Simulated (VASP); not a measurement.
Runs of VASP 6.6.1 on MgO (Periclase). It takes space group Fm-3m (No. 225, cubic). Conventional cell: a = 4.217 Å, b = 4.217 Å, c = 4.217 Å, α = 90.00°, β = 90.00°, γ = 90.00°. Mg (site symmetry m-3m) has 6 O at 2.11 Å as nearest neighbours. O (site symmetry m-3m) is surrounded by 6 Mg at 2.11 Å. 

```csv
task,cell,gap on the mesh (eV),pressure (GPa)
relaxation of cell and atoms,relaxed,4.82,0.0
relaxation of the atoms,atoms relaxed from: a relaxed cell with its volume scaled by 1.06,4.27,-8.4
relaxation of the atoms,atoms relaxed from: a relaxed cell with its volume scaled by 0.96,5.23,7.2
relaxation of the atoms,atoms relaxed from: a relaxed cell with its volume scaled by 1.02,(a),-3.1
relaxation of the atoms,atoms relaxed from: a relaxed cell with its volume scaled by 0.98,(b),3.4
relaxation of the atoms,atoms relaxed from: a relaxed cell with its volume scaled by 1.04,4.44,-5.9
relaxation of the atoms,atoms relaxed from: a relaxed cell with its volume scaled by 0.94,5.45,11.5
relaxation of the atoms,atoms relaxed,4.82,0.0
```

Alike in all rows: level PBE+D3(BJ); potentials or basis VASP PAW PBE potentials, release 64 (Mg, O); no spin polarisation; k mesh 12 × 12 × 12; cutoff (eV) 600; smearing gaussian 0.03 eV.

**Question.** Fill in the values left out.

**Answer.** (a) 4.63; (b) 5.02.

Caveats: the relaxation stopped at its first step, so nothing moved (some runs).

A k mesh can miss the band edges.
